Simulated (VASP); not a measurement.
VASP input:

File KPOINTS:
```
K-points
0
Gamma
13 13 6
```

**INCAR**
```
! general
SYSTEM  = Cd
PREC    = Accurate
ENCUT   = 400   ! plane-wave cut-off (eV)
LREAL   = .FALSE.   ! projection in real space or not
LASPH   = .TRUE.

! electronic loop
EDIFF   = 1E-8
NELM    = 100   ! most electronic steps
ALGO    = Normal   ! blocked Davidson
LMAXMIX = 4   ! l cut-off of mixed one-centre charges
LMIXTAU = .TRUE.

! smearing
ISMEAR  = 1   ! Methfessel-Paxton
SIGMA   = 0.1   ! width (eV)

! functional
METAGGA = R2SCAN

! ions
IBRION  = 1
NSW     = 30   ! most ionic steps
ISIF    = 2   ! forces and stress, cell fixed
EDIFFG  = -0.001

! output
LWAVE   = .FALSE.
LCHARG  = .FALSE.
```

**POSCAR**
```
Cd
1.0
  1.4910966639  -2.5826554783   0.0000000000
  1.4910966639   2.5826554783   0.0000000000
  0.0000000000   0.0000000000   5.5689513356
Cd
2
Direct
  0.3333330000   0.6666670000   0.2500000000
  0.6666670000   0.3333330000   0.7500000000
```

POTCAR, in this order: Cd (PBE.64 set). Program: vasp_std.

Translate this r2SCAN calculation to Ansatz.

One equivalent input (not run):
Ansatz 0.2 input:
```yaml
crystal:
  lattice:
    - [1.4910967, -2.5826555, 0.0000000]
    - [1.4910967, 2.5826555, 0.0000000]
    - [0.0000000, 0.0000000, 5.5689513]
  atoms:
    - { symbol: Cd, position: [0.3333330, 0.6666670, 0.2500000] }
    - { symbol: Cd, position: [0.6666670, 0.3333330, 0.7500000] }
kpoints:
  mp_grid: { grid: [13, 13, 6] }
hamiltonian:
  xc: r2scan
  pseudopotentials: { kind: paw }
scf:
  occupations: { method: methfessel_paxton, width: 0.1 }
  max_iter: 100
relax:
  max_steps: 30
  f_tol: 0.001
output: { forces: true, stress: true, eigenvalues: true }
```
What does not carry over: each code has its own PAW files, so the cut-off isn't converted (ENCUT is set for VASP's; basis.ecutwfc is left out, and Ansatz then takes the one that its files recommend); Ansatz stops its SCF on the density residual and VASP on the energy change (EDIFF).

The compound is Cd in the hcp structure. It was relaxed first. The start is the result of an earlier pass.
